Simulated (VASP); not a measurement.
W:

```
W
1.0
    -1.60075    1.60075    1.60075
     1.60075   -1.60075    1.60075
     1.60075    1.60075   -1.60075
W
1
Direct
  0.00000 0.00000 0.00000
```

```yaml
Program: VASP 6.6.1
Task: relaxation of cell and atoms
Functional: PBE
Dispersion: D3(BJ)
Potentials_or_basis: VASP PAW PBE potentials, release 64 (W_sv)
Cutoff: 600 eV
k_mesh: 18 × 18 × 18
Occupations: gaussian, width 0.1 eV
Spin: no spin polarisation
```

At the start: pressure -11.2 GPa; volume 16.41 Å³/atom.

Question: How do energy, volume and symmetry change on relaxing?

Answer: Over 7 steps the energy falls by 22.1 meV/atom and the volume is 15.80 Å³/atom (-3.7 %); space group Im-3m (No. 229, to 0.05 Å).

The path:
```
step  energy change (eV)  largest force (eV/Å)  pressure (GPa)  volume (Å³)
   1              0.0000                0.0000          -11.25        16.41
   2              0.2919                0.0000           56.75        13.82
   3             -0.0220                0.0000           -0.78        15.84
   4             -0.0221                0.0000           -0.11        15.81
   5             -0.0221                0.0000            0.13        15.79
   6             -0.0221                0.0000           -0.35        15.82
   7             -0.0221                0.0000            0.01        15.80
```

Final structure:
```cif
data_structure
_symmetry_space_group_name_H-M 'P 1'
_symmetry_Int_Tables_number 1
_cell_length_a 2.7379
_cell_length_b 2.7379
_cell_length_c 2.7379
_cell_angle_alpha 109.471
_cell_angle_beta 109.471
_cell_angle_gamma 109.471
_cell_volume 15.80
loop_
_atom_site_label
_atom_site_type_symbol
_atom_site_fract_x
_atom_site_fract_y
_atom_site_fract_z
_atom_site_occupancy
W1 W 0.00000 0.00000 0.00000 1
```

Caveat: pairwise dispersion overbinds metals, which lowers pressure and volume.
